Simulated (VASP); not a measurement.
A convergence study with VASP on CaO (rock salt): one setting is varied, all else stays as given below, so the limit is that of these other settings.

```xyz
2
Lattice="0.0000 2.4050 2.4050 2.4050 0.0000 2.4050 2.4050 2.4050 0.0000" Properties=species:S:1:pos:R:3 pbc="T T T"
Ca     0.0000     0.0000     0.0000
O      2.4050     2.4050     2.4050
```

All values below come from LDA (Ceperley-Alder, Perdew-Zunger), VASP's LDA PAW potentials (set 64) (plane waves; VASP). The tightest run used: 700 eV cut-off, 8×8×8 Γ-centred mesh, Gaussian smearing of 0.010 eV, potentials Ca_sv O.

Question: The settings run are ENCUT = 300; ENCUT = 400; ENCUT = 500; ENCUT = 600; ENCUT = 700. From which on does the highest Γ mode stay within 2 cm⁻¹ of the tightest run?

Answer: From ENCUT = 500 on: it is off by 0.3 there and by no more than 2 in any finer run, while ENCUT = 400 is off by 3.3.
| setting | mean ε∞ | highest Γ mode (cm⁻¹) | plane waves | difference judged (cm⁻¹) |
|---|---|---|---|---|
| ENCUT = 300 | 3.80 | 253.0 | 342 | 3.2 |
| ENCUT = 400 | 3.84 | 253.1 | 531 | 3.3 |
| ENCUT = 500 | 3.85 | 250.0 | 725 | 0.3 |
| ENCUT = 600 | 3.85 | 249.9 | 950 | 0.1 |
| ENCUT = 700 | 3.85 | 249.8 | 1211 | 0.0 |

Left out are rungs that failed or repeat a setting and relaxations that didn't move; long series are thinned to 24 rows.

The compound is CaO in the rock salt structure. The cell was not relaxed at this level.
